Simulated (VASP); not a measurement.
Given:

```
Al2Au
1.0
    0.00000     3.05358     3.05358
    3.05358     0.00000     3.05358
    3.05358     3.05358     0.00000
Al Au
2 1
Direct
  0.25000   0.25000   0.25000
  0.75000   0.75000   0.75000
  0.00000   0.00000   0.00000
```

Calculation: r2SCAN+rVV10, VASP's PBE PAW potentials (set 64) (plane waves; VASP). Numerical set-up: 520 eV cut-off, 9×9×9 Γ-centred mesh, first-order Methfessel-Paxton smearing of 0.10 eV, potentials Al Au.

Question: Give the stress tensor in GPa (positive for a compressed cell).

Answer: 
```
-5.99   0.00   0.00
 0.00  -5.99   0.00
 0.00   0.00  -5.99
```
The pressure is its mean diagonal, -5.99 GPa.

The compound is AuAl2 in the fluorite structure. This cell is one point of a volume scan, at 1.06 of the reference volume. The electron count is odd and the run is not spin-polarised, which forces a metal.
